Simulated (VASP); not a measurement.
```
CELL_PARAMETERS angstrom
      0.00000     3.33252     3.33252
      3.33252     0.00000     3.33252
      3.33252     3.33252     0.00000
ATOMIC_POSITIONS crystal
  Rb 0.00000 0.00000 0.00000
  Cl 0.50000 0.50000 0.50000
```

The numbers are results of vdW-DF2, VASP's PBE PAW potentials (set 64) (plane waves; VASP), not measurements. Settings: 520 eV cut-off, 6×6×6 Γ-centred mesh, Gaussian smearing of 0.050 eV, potentials Rb_sv Cl.

### Question
Predict the energy per atom (σ→0), band gap (on the k-mesh) with the smallest direct gap where there is one.

### Answer

The band gap (on the k-mesh) is 4.50 eV and the smallest direct gap (on the k-mesh) is 4.50 eV. The energy per atom (σ→0) is -163.9 kJ/mol of atoms.

Only differences to runs with the same potentials and settings are physical.

The compound is RbCl in the rock salt structure. It was relaxed first. The start is the result of an earlier pass.
